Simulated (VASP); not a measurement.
Here is the system:

```
CELL_PARAMETERS angstrom
      0.00000     3.19102     3.19102
      3.19102     0.00000     3.19102
      3.19102     3.19102     0.00000
ATOMIC_POSITIONS crystal
  K  0.00000 0.00000 0.00000
  Cl 0.50000 0.50000 0.50000
```

These are PBE GGA, VASP's PBE PAW potentials (set 64) (plane waves; VASP 6.6.1) values and carry that method's errors. Settings: 520 eV cut-off, Gaussian smearing of 0.050 eV, potentials K_sv Cl.

Problem. Predict the band gap (along the path) with the smallest direct gap where there is one.

Solution. 
band gap (along the path): 5.04 eV
smallest direct gap (along the path): 5.04 eV

Total energies compare only between runs with the same potentials, cut-off and functional.

The compound is KCl in the rock salt structure. It was relaxed first.
